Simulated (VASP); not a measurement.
Computed with PBEsol GGA, VASP's PBE PAW potentials (set 64) (plane waves; VASP).

VASP ran on this input.

**KPOINTS**
```
k-points along high-symmetry lines
15
Line-mode
Reciprocal
  0.000000   0.000000   0.000000 ! GAMMA
  0.500000   0.000000   0.500000 ! X

  0.500000   0.000000   0.500000 ! X
  0.625000   0.250000   0.625000 ! U

  0.375000   0.375000   0.750000 ! K
  0.000000   0.000000   0.000000 ! GAMMA

  0.000000   0.000000   0.000000 ! GAMMA
  0.500000   0.500000   0.500000 ! L

  0.500000   0.500000   0.500000 ! L
  0.500000   0.250000   0.750000 ! W

  0.500000   0.250000   0.750000 ! W
  0.500000   0.000000   0.500000 ! X
```

POSCAR:
```
HfC
1
    0.0000000000     2.3025840011     2.3025840011
    2.3025840011     0.0000000000     2.3025840011
    2.3025840011     2.3025840011     0.0000000000
Hf C
1 1
Direct
  0.0000000000   0.0000000000   0.0000000000
  0.5000000000   0.5000000000   0.5000000000
```

**INCAR**
```
# general
SYSTEM  = HfC
PREC    = Accurate
ENCUT   = 520
LREAL   = .FALSE.
LASPH   = .TRUE.
ICHARG  = 11

# electronic loop
EDIFF   = 1E-7
NELM    = 100
ALGO    = Normal
LMAXMIX = 6

# smearing
ISMEAR  = 0
SIGMA   = 0.05

# functional
GGA     = PS

# output
LWAVE   = .FALSE.
LCHARG  = .FALSE.
LORBIT  = 11
```

POTCAR, in this order: Hf_pv C (PBE.64 set). Program: vasp_std. Read from the step before: CHGCAR.

Q: What will the output report for the number of irreducible k-points (NKPTS), number of bands (NBANDS), largest plane-wave count, number of space-group operations, FFT grid (NGX, NGY, NGZ)?

A: 
* **number of irreducible k-points (NKPTS)**: 90
* **number of bands (NBANDS)**: 11
* **largest plane-wave count**: 684
* **number of space-group operations**: 48
* **FFT grid (NGX, NGY, NGZ)**: 24 × 24 × 24

The structure was generated: HfC was put into the rock salt type (Fm-3m), which need not be its known phase. It was relaxed first, which changed the volume by -39 %.
